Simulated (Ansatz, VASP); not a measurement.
# Si5C91 (amorphous film on crystalline C with 5 % Si on C sites, (111)) in two plane-wave programs

One calculation is typed for both programs; each brings its own data sets. How far apart do they land? Of the first pair: The structure shown is the start of the Ansatz relaxation below; VASP solves that cell, so the two are compared at the walk's first step.

Main program and level: Ansatz 0.2.0; plane waves, with VASP 6.6.1 beside it; single point at PBE.

### Step 1. Starting point

The cell holds 192 atoms: 182 C and 10 Si. Its edges and angles: a = 10.086 Å, b = 8.735 Å, c = 24.600 Å, α = 90.0°, β = 90.0°, γ = 90.0°. It derives from C (diamond C). As first built, before any earlier steps moved the atoms (in the runner's words): A 2 x 1 x 2 block of diamond C (a = 3.566 A), 5 % of C replaced at random by Si with its (111) planes normal to z; the lower 50 % held fixed, the rest melted at 8000 K for 10 ps and cooled to 500 K at 200 K/ps with the Tersoff potential (Tersoff, Phys. Rev. B 39, 5566 (1989)); then all atoms free for 10 ps at 500 K, under. Minimised at fixed cell. . Vacuum lies along c.

### Step 2. Ansatz: relaxation, PBE

Ansatz runs on its default PAW (the set named soft_2) files.

The two programs are compared at the cell with which this relaxation starts, whose forces are those of its first step.

Contents of input.yaml:

```yaml
crystal:
  lattice:
    - [10.08617, 0.0, 0.0]
    - [0.0, 8.73488, 0.0]
    - [0.0, 0.0, 24.60005]
  atoms:
    - { symbol: C, position: [0.11067, 0.94663, 0.01957] }
    - { symbol: Si, position: [0.99223, 0.02665, 0.07279] }
    - { symbol: C, position: [0.37559, 0.93286, 0.11753] }
    - { symbol: C, position: [0.38695, 0.94338, 0.18003] }
    - { symbol: C, position: [0.12439, 0.93641, 0.11956] }
    - { symbol: C, position: [0.11038, 0.94346, 0.18048] }
    - { symbol: C, position: [0.00069, 0.20089, 0.11183] }
    - { symbol: C, position: [0.99715, 0.1722, 0.17578] }
    - { symbol: C, position: [0.17003, 0.51604, 0.03809] }
    - { symbol: C, position: [0.23713, 0.53253, 0.09336] }
    - { symbol: C, position: [0.12925, 0.44234, 0.12211] }
    - { symbol: C, position: [0.13902, 0.44476, 0.18239] }
    - { symbol: Si, position: [0.40055, 0.46863, 0.10954] }
    - { symbol: C, position: [0.38031, 0.43746, 0.18574] }
    - { symbol: C, position: [0.24215, 0.68858, 0.11879] }
    - { symbol: C, position: [0.24828, 0.67275, 0.18246] }
    - { symbol: C, position: [0.25204, 0.18984, 0.12098] }
    - { symbol: C, position: [0.2518, 0.18865, 0.18207] }
    - { symbol: C, position: [0.12439, 0.10352, 0.20278] }
    - { symbol: C, position: [0.11974, 0.1031, 0.26828] }
    - { symbol: C, position: [0.37955, 0.10694, 0.19915] }
    - { symbol: Si, position: [0.37154, 0.10739, 0.2729] }
    - { symbol: C, position: [0.25501, 0.35432, 0.204] }
    - { symbol: C, position: [0.24423, 0.35859, 0.26779] }
    - { symbol: C, position: [0.99837, 0.68588, 0.1219] }
    - { symbol: C, position: [0.99767, 0.68776, 0.18425] }
    - { symbol: C, position: [0.37488, 0.6008, 0.20788] }
    - { symbol: C, position: [0.37478, 0.60449, 0.2727] }
    - { symbol: C, position: [0.1224, 0.60552, 0.20626] }
    - { symbol: C, position: [0.12116, 0.60553, 0.27113] }
[... 156 atom lines left out ...]
    - { symbol: C, position: [0.62632, 0.76304, 0.29076] }
    - { symbol: C, position: [0.11764, 0.2523, 0.35116] }
    - { symbol: C, position: [0.87446, 0.77515, 0.28956] }
    - { symbol: C, position: [0.21319, 0.70723, 0.54031] }
    - { symbol: C, position: [0.74804, 0.01426, 0.28495] }
    - { symbol: C, position: [0.50707, 0.74305, 0.45224] }
kpoints:
  mp_grid: { grid: [1, 2, 1] }
hamiltonian:
  xc: pbe
scf:
  occupations: { method: fermi_dirac, width: 0.05 }
output:
  forces: true
relax:
  f_tol: 0.05
  max_steps: 120
```

The run is started by

```
$ ansatz run input.yaml --threads 4 --pin off --max-ram 15872MiB --backend cpu --events-out ev --progress --plain --runs-dir out
```

Numbers of over 12 decimals in the logs are rounded to 6 here.

The log of the run:

```text
Engine: ansatz 0.2.0, aarch64-unknown-linux-gnu
Pseudopotentials: kind: paw
Pseudopotential: C, paw, valence charge 4, recommended cutoff 420 eV (normal), C.paw.azcp
Pseudopotential: Si, paw, valence charge 4, recommended cutoff 420 eV (normal), Si.paw.azcp
Functional definition: PBE
  parameter kappa = 0.804
  parameter beta = 0.066725
  exchange = pbe_x(kappa = kappa, mu = beta*pi^2/3)
  correlation = pbe_c(beta = beta)
Crystal: 192 atoms, lattice volume = 2167.301 Å³
Basis set: ecut = 420 eV, 42395 PW (Γ), exchange–correlation on 144×120×360 points (8 copies of the dense FFT grid, shifted against one another)
Bands: 576, of which v1, the nominal top of the filled ones, is band 384 counted from 1 (383 counted from 0)
Symmetry: 1 space group operations
Space group: P1 (ITA 1), of the structure as read, at distance tolerance 1.3e-4 Å
k-points: 2
Non-local potential: C, projectors of the file, l = 0: 2, l = 1: 2, l = 2: 1
Non-local potential: Si, projectors of the file, l = 0: 2, l = 1: 2, l = 2: 2
PAW form: soft (Blöchl's): semilocal exchange-correlation on the pseudo side does not see the compensation charge
PAW one-centre angular grid: C, 110 points (default); XC on 64 Gauss nodes
PAW one-centre angular grid: Si, 110 points (default); XC on 64 Gauss nodes
Initial density: superposition of atomic densities (neutral atoms: chi_scale 0, normalization atom), corrected by the library's trained network
Initial wavefunctions: pseudopotential atomic-orbital guess
Functional: x = pbe(κ = 0.804, μ = 0.219515), c = pbe(β = 0.066725)
SCF iter   1: F=—  HF=-51854.871471 eV  |F-HF|=—  |Δ(HF+E_count)|=         —  Δρ=1.44e-2  dr2=2.13e1  ethr=1.77e-3  ⟨swp⟩=7.0  Hψ=6011  notcnv=0  defer=293
preconditioner: auto → LDOS  [metal: Δε(μ)=0.040 eV  Ē_g=14.388 eV  σ=0.050 eV  W_gap=0.19  n_scr=452 (ndim 8)  ℏωp=22.1 eV  f_vac=0.341  D(μ)=34.74/eV (n_scr^D=188)  β→1.0]
SCF iter   2: F=—  HF=-51861.293928 eV  |F-HF|=—  |Δ(HF+E_count)|=    6.42e0  Δρ=3.10e-2  dr2=1.69e2  ethr=1.77e-3  ⟨swp⟩=3.0  Hψ=1545  notcnv=0  defer=331  recentre
SCF iter   3: F=—  HF=-51854.248627 eV  |F-HF|=—  |Δ(HF+E_count)|=    7.05e0  Δρ=1.03e-2  dr2=1.24e1  ethr=1.77e-3  ⟨swp⟩=6.0  Hψ=2912  notcnv=0  defer=304
SCF iter   4: F=—  HF=-51853.595932 eV  |F-HF|=—  |Δ(HF+E_count)|=   6.53e-1  Δρ=5.26e-3  dr2=5.81e0  ethr=1.61e-3  ⟨swp⟩=2.0  Hψ=889  notcnv=0  defer=305
SCF iter   5: F=—  HF=-51853.361241 eV  |F-HF|=—  |Δ(HF+E_count)|=   2.35e-1  Δρ=3.89e-3  dr2=3.23e0  ethr=7.56e-4  ⟨swp⟩=1.5  Hψ=1327  notcnv=0  defer=324
SCF iter   6: F=—  HF=-51853.197860 eV  |F-HF|=—  |Δ(HF+E_count)|=   1.63e-1  Δρ=2.75e-3  dr2=7.95e-1  ethr=4.20e-4  ⟨swp⟩=2.0  Hψ=1371  notcnv=0  defer=325
SCF iter   7: F=—  HF=-51853.235255 eV  |F-HF|=—  |Δ(HF+E_count)|=   3.74e-2  Δρ=6.42e-3  dr2=5.86e0  ethr=1.03e-4  ⟨swp⟩=2.0  Hψ=1207  notcnv=0  defer=325  recentre
SCF iter   8: F=—  HF=-51853.250941 eV  |F-HF|=—  |Δ(HF+E_count)|=   1.57e-2  Δρ=3.10e-3  dr2=2.05e0  ethr=1.03e-4  ⟨swp⟩=2.0  Hψ=1207  notcnv=0  defer=326
SCF iter   9: F=—  HF=-51853.168395 eV  |F-HF|=—  |Δ(HF+E_count)|=   8.25e-2  Δρ=2.10e-3  dr2=4.37e-1  ethr=1.03e-4  ⟨swp⟩=2.0  Hψ=876  notcnv=0  defer=326
SCF iter  10: F=—  HF=-51853.155076 eV  |F-HF|=—  |Δ(HF+E_count)|=   1.33e-2  Δρ=7.89e-4  dr2=2.73e-2  ethr=5.69e-5  ⟨swp⟩=2.0  Hψ=1101  notcnv=0  defer=326
SCF iter  11: F=—  HF=-51853.154997 eV  |F-HF|=—  |Δ(HF+E_count)|=   7.91e-5  Δρ=7.07e-4  dr2=5.51e-2  ethr=3.55e-6  ⟨swp⟩=2.0  Hψ=1168  notcnv=0  defer=326
SCF iter  12: F=—  HF=-51853.154454 eV  |F-HF|=—  |Δ(HF+E_count)|=   5.43e-4  Δρ=4.60e-4  dr2=3.06e-2  ethr=3.55e-6  ⟨swp⟩=2.0  Hψ=994  notcnv=0  defer=326
SCF iter  13: F=—  HF=-51853.153907 eV  |F-HF|=—  |Δ(HF+E_count)|=   5.47e-4  Δρ=1.75e-4  dr2=1.49e-3  ethr=3.55e-6  ⟨swp⟩=1.0  Hψ=826  notcnv=0  defer=326
SCF iter  14: F=—  HF=-51853.153954 eV  |F-HF|=—  |Δ(HF+E_count)|=   4.65e-5  Δρ=1.62e-4  dr2=2.83e-3  ethr=1.93e-7  ⟨swp⟩=2.0  Hψ=1318  notcnv=0  defer=326
SCF iter  15: F=—  HF=-51853.153923 eV  |F-HF|=—  |Δ(HF+E_count)|=   3.08e-5  Δρ=1.03e-4  dr2=1.10e-3  ethr=1.93e-7  ⟨swp⟩=1.5  Hψ=827  notcnv=0  defer=326
SCF iter  16: F=-51853.153869 eV  HF=-51853.153898 eV  |F-HF|=2.86e-5  |Δ(HF+E_count)|=   2.56e-5  Δρ=2.66e-5  dr2=3.62e-5  ethr=8.14e-9  ⟨swp⟩=3.0  Hψ=3312  notcnv=0
SCF 1 converged in 16 iterations: F = -51853.153869 eV  dr2 = 3.62e-5
  greatest PAW one-centre occupation: 0.731 electrons in one spin orbital (limit 2), on the Si atom at site 48 (counted from 0), in its partial waves of l = 0
relax step   1: F+E_penalty+E_count = -51853.15386905 eV  Δ(F+E_penalty+E_count) = +0.000e0 eV  max|allowed force component| = 5.143e0 eV/Å  Δτ_max = 0.0000 Å  (16 SCF iters, dr2 threshold 6.25e-5 eV, accepted)
Initial density: handed on by an earlier stage of this run
Initial wavefunctions: those handed on with the density
[...]
- { symbol: C, position: [0.612450, 0.292536, 0.094213] }
    - { symbol: C, position: [0.497304, 0.605655, 0.947285] }
    - { symbol: Si, position: [0.605924, 0.533398, 0.00742582] }
    - { symbol: C, position: [0.749048, 0.855802, 0.203608] }
    - { symbol: C, position: [0.753927, 0.854736, 0.267856] }
    - { symbol: C, position: [0.604086, 0.750497, 0.034959] }
    - { symbol: C, position: [0.606782, 0.760001, 0.099774] }
    - { symbol: C, position: [0.831184, 0.715834, 0.041657] }
    - { symbol: C, position: [0.874484, 0.755948, 0.099800] }
    - { symbol: C, position: [0.736549, 0.822509, 0.027519] }
    - { symbol: Si, position: [0.729978, 0.00339711, 0.079207] }
    - { symbol: C, position: [1.003329, 0.023152, 0.289265] }
    - { symbol: C, position: [0.685532, 0.942366, 0.463552] }
    - { symbol: C, position: [0.787076, 0.858761, 0.432462] }
    - { symbol: C, position: [0.387966, 0.766161, 0.360302] }
    - { symbol: C, position: [0.764472, 0.045739, 0.550518] }
    - { symbol: C, position: [0.885050, 0.266140, 0.360428] }
    - { symbol: C, position: [0.852477, 0.189822, 0.555715] }
    - { symbol: C, position: [0.536879, 0.297941, 0.530406] }
    - { symbol: C, position: [0.250643, 0.524790, 0.287798] }
    - { symbol: C, position: [0.505256, 0.752676, 0.388531] }
    - { symbol: C, position: [0.060041, 0.297963, 0.530380] }
    - { symbol: C, position: [0.756771, 0.758502, 0.566743] }
    - { symbol: C, position: [0.253146, 0.823877, 0.383221] }
    - { symbol: C, position: [0.492460, 0.128083, 0.388720] }
    - { symbol: C, position: [0.754249, 0.464821, 0.408476] }
[...]
- { symbol: Si, position: [0.636937, 0.265157, 0.306545] }
[...]
- { symbol: C, position: [0.981513, 0.441585, 0.450316] }
    - { symbol: C, position: [0.232810, 0.319633, 0.386787] }
    - { symbol: C, position: [0.631992, 0.764297, 0.291808] }
    - { symbol: C, position: [0.132141, 0.255012, 0.356209] }
    - { symbol: C, position: [0.879530, 0.778897, 0.289143] }
    - { symbol: C, position: [0.175110, 0.722926, 0.530631] }
    - { symbol: C, position: [0.754904, 0.019990, 0.288017] }
    - { symbol: C, position: [0.519289, 0.736159, 0.450300] }
```

In the SCF lines HF is the Harris–Foulkes energy and dr2 the Hartree energy of the density residual, in eV; the loop may stop once dr2 is under the threshold and the program's other checks hold. Hψ counts applications of the Hamiltonian.

### Step 3. VASP: single point, PBE, start cell, pair 1

The same cell, functional, mesh and smearing now go to VASP, with its own data sets.

Lines of VASP's logs that name or quote its potential files are left out, and so is its time.

Contents of INCAR:

```
SYSTEM = Si5C91
PREC = Accurate
ENCUT = 520
EDIFF = 1E-06
NELM = 120
ISMEAR = -1
SIGMA = 0.05
LREAL = Auto
ALGO = Normal
GGA = PE
NBANDS = 518
LORBIT = 11
LWAVE = .FALSE.
LCHARG = .FALSE.
ISIF = 2
LASPH = .TRUE.
GGA_COMPAT = .FALSE.
```

Contents of POSCAR:

```
Si5C91
1.0
   10.0861700000      0.0000000000      0.0000000000
    0.0000000000      8.7348800000      0.0000000000
    0.0000000000      0.0000000000     24.6000500000
C Si
182 10
Direct
    0.1106663877      0.9466300625      0.0195690659
    0.3755935107      0.9328576924      0.1175282164
    0.3869456890      0.9433787299      0.1800280894
    0.1243881473      0.9364066822      0.1195607326
    0.1103788653      0.9434588684      0.1804793080
    0.0006940196      0.2008957192      0.1118290410
    0.9971475793      0.1721946953      0.1757801305
    0.1700348100      0.5160345649      0.0380893535
    0.2371266794      0.5325316433      0.0933615989
    0.1292462848      0.4423415090      0.1221095079
    0.1390220470      0.4447571117      0.1823898732
    0.3803128442      0.4374645101      0.1857394599
    0.2421533645      0.6885841591      0.1187883764
    0.2482805664      0.6727510853      0.1824589787
    0.2520381869      0.1898366091      0.1209794289
    0.2518002374      0.1886459803      0.1820687356
    0.1243881473      0.1035160185      0.2027800757
    0.1197382158      0.1031038778      0.2682799425
    0.3795494226      0.1069390764      0.1991500017
    0.2550125568      0.3543151137      0.2039995854
    0.2442255088      0.3585853498      0.2677880736
    0.9983670709      0.6858823476      0.1218981262
    0.9976730513      0.6877598776      0.1842516580
    0.3748796620      0.6007981793      0.2078816913
    0.3747805163      0.6044845493      0.2726986327
    0.1223953195      0.6055149012      0.2062597434
    0.1211559988      0.6055263495      0.2711295302
    0.9929338887      0.8550661257      0.2031418635
    0.9973557852      0.8561766160      0.2674791311
    0.0011600042      0.3552080853      0.2745807427
[... 156 atom lines left out ...]
    0.2484491140      0.8549287454      0.2076296593
    0.4692266738      0.6099339659      0.8950307012
    0.5183632638      0.0228738117      0.0815282896
    0.6229520224      0.5273913322      0.0039796667
    0.7496601782      0.0276592237      0.0567885025
    0.6284446921      0.2629000055      0.2994302857
```

Contents of KPOINTS:

```
Automatic mesh
0
Gamma
1 2 1
0 0 0
```

PAW data sets: C and Si (PBE family, release 64).

The run is started by

```
$ export OMP_NUM_THREADS=3
$ mpirun -np 1 vasp_std
```

The log of the run:

```text
[banner, memory and clock lines left out]
running    1 mpi-ranks, on    1 nodes
[...]
Offloading initialized ...    1 GPUs detected
[...]
LDA part: xc-table for (Slater+PW92), standard interpolation
 POSCAR, INCAR and KPOINTS ok, starting setup
[...]
entering main loop
       N       E                     dE             d eps       ncg     rms          rms(c)
DAV:   1     0.430032481211E+04    0.43003E+04   -0.37395E+05  2072   0.135E+03
DAV:   2    -0.111738631733E+04   -0.54177E+04   -0.51001E+04  2648   0.305E+02
DAV:   3    -0.161467950694E+04   -0.49729E+03   -0.48502E+03  2512   0.884E+01
DAV:   4    -0.163336345996E+04   -0.18684E+02   -0.18559E+02  2720   0.177E+01
[...]
DAV:  35    -0.155737174471E+04   -0.41163E-05   -0.24496E-07  1616   0.444E-04    0.907E-04
DAV:  36    -0.155737174665E+04   -0.19428E-05   -0.16514E-07  1544   0.318E-04    0.365E-04
DAV:  37    -0.155737174750E+04   -0.84925E-06   -0.96240E-08  1528   0.234E-04
   1 F= -.15573717E+04 E0= -.15571874E+04  d E =-.368617E+00
```

Parts of OUTCAR (step 3):

```text
  FREE ENERGIE OF THE ION-ELECTRON SYSTEM (eV)
  ---------------------------------------------------
  free  energy   TOTEN  =     -1557.3717475012 eV

  energy  without entropy=    -1557.0031308453  energy(sigma->0) =    -1557.18743917
```

### Step 4. Side by side

Known differences besides the potentials themselves: the cutoff is 420 eV in Ansatz and 520 eV in VASP (PREC = Accurate, projectors in real space). Total energies have different zeros and are not compared.

Forces on 10 of the 192 atoms, those with the largest forces and the largest differences (eV/Å; atoms numbered as in POSCAR):

| atom | Ansatz x, y, z | VASP x, y, z |
| --- | --- | --- |
| C31 | -1.123, 0.126, 1.003 | -1.079, 0.116, 0.974 |
| C32 | -2.408, -3.012, -1.466 | -2.410, -2.983, -1.465 |
| C42 | -1.016, -0.271, -1.525 | -0.975, -0.254, -1.557 |
| C50 | 3.249, -1.845, 1.506 | 3.216, -1.868, 1.475 |
| C83 | 0.370, 3.649, -1.181 | 0.348, 3.605, -1.203 |
| C89 | -3.254, 0.614, 3.203 | -3.264, 0.626, 3.194 |
| C99 | -1.322, -0.806, -5.143 | -1.324, -0.812, -5.106 |
| C101 | 2.957, -2.334, -2.110 | 2.953, -2.334, -2.098 |
| C105 | 4.756, 1.228, 3.703 | 4.726, 1.224, 3.698 |
| C172 | -2.049, 0.749, 3.689 | -2.059, 0.754, 3.709 |

The forces differ by 14 meV/Å r.m.s., which is 1.2 % of the r.m.s. force of 1.150 eV/Å (both taken over all components). With vacuum in the cell, a pressure given here is an average over mostly empty space and none of the material.

[end of part 1 of 2]

[Lines on the potential files, build, host, timing and source positions are cut from VASP's logs without a mark.]

[Logs are printed without paths, hosts, clocks, repeated set-up lines and the standing remarks that a program may print on its own settings, such as how far it seeks lower states.]

[Hosts, paths, dates, database ids (printed as entryN), source tags and the programs' standing remarks are cut or masked in the printed files.]
